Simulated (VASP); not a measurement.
Input for VASP

File KPOINTS:
```
Automatic mesh
0
Gamma
11 11 11
0 0 0
```

File POSCAR:
```
SnTe
1.0
  0.0000000000   2.9268328647   2.9268328647
  2.9268328647   0.0000000000   2.9268328647
  2.9268328647   2.9268328647   0.0000000000
Sn Te
1 1
Direct
  0.0000000000   1.0000000000   1.0000000000
  0.5000000000   0.5000000000   0.5000000000
```

INCAR:
```
! general
SYSTEM =SnTe
PREC   =Accurate
ENCUT  =500
LREAL  =.FALSE.
LASPH  =.TRUE.

! electronic loop
EDIFF  =1E-6
NELM   =100
ALGO   =Normal
LMAXMIX=4

! smearing
ISMEAR =1
SIGMA  =0.1

! functional
GGA    =PE

! ions
IBRION =2
NSW    =40
ISIF   =3
EDIFFG =-0.02
PSTRESS=200

! output
LWAVE  =.FALSE.
LCHARG =.FALSE.
```

POTCAR, in this order: Sn_d Te (PBE.64 set). Program: vasp_std.

Translate this PBE calculation to Ansatz.

One equivalent input (not run):
Ansatz 0.2 input:
```yaml
crystal:
  lattice:
    - [0.0000000, 2.9268329, 2.9268329]
    - [2.9268329, 0.0000000, 2.9268329]
    - [2.9268329, 2.9268329, 0.0000000]
  atoms:
    - { symbol: Sn, position: [0.0000000, 1.0000000, 1.0000000] }
    - { symbol: Te, position: [0.5000000, 0.5000000, 0.5000000] }
kpoints:
  mp_grid: { grid: [11, 11, 11] }
hamiltonian:
  xc: pbe
  pseudopotentials: { kind: paw }
scf:
  occupations: { method: methfessel_paxton, width: 0.1 }
  max_iter: 100
relax:
  max_steps: 40
  f_tol: 0.02
  cell: { p_target: 20 }
output: { forces: true, stress: true, eigenvalues: true }
```
Limits of the translation: each code has its own PAW files, so the cut-off isn't converted (ENCUT is set for VASP's; basis.ecutwfc is left out, and Ansatz then takes the one that its files recommend); Ansatz stops its SCF on the density residual and VASP on the energy change (EDIFF).

The compound is SnTe in the rock salt structure, which distorts at low temperature. It was relaxed first under an external pressure of 20 GPa.
